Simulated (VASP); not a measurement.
Input:

```xyz
2
Lattice="2.9900 0.0000 0.0000 0.0000 2.9900 0.0000 0.0000 0.0000 2.9900" Properties=species:S:1:pos:R:3 pbc="T T T"
Al     1.4950     1.4950     1.4950
Ru     0.0000     0.0000     0.0000
```

Computed with PBE GGA with D3 dispersion (zero damping), VASP's PBE PAW potentials (set 64) (plane waves; VASP 6.6.1). Numerical set-up: 520 eV cut-off, 11×11×11 Γ-centred mesh, first-order Methfessel-Paxton smearing of 0.10 eV, potentials Al Ru_pv.

Question: The ions, cell shape and volume are relaxed. Which structure does the run end with?

Answer: 
```xyz
2
Lattice="2.9729 0.0000 0.0000 0.0000 2.9729 0.0000 0.0000 0.0000 2.9729" Properties=species:S:1:pos:R:3 pbc="T T T"
Al     1.4864     1.4864     1.4864
Ru     0.0000     0.0000     0.0000
```
Space group Pm-3m (221), at a tolerance of 0.03 Å.

Question: How do energy and volume change from the first to the last step?

Answer: The energy (σ→0) changes by -2.6 meV/atom and the volume by -1.7 %, in 3 ionic steps.

The compound is RuAl in the CsCl type structure. This run relaxes it. Symmetry was kept, so distortions that lower it aren't found. The electron count is odd and the run is not spin-polarised, which forces a metal.
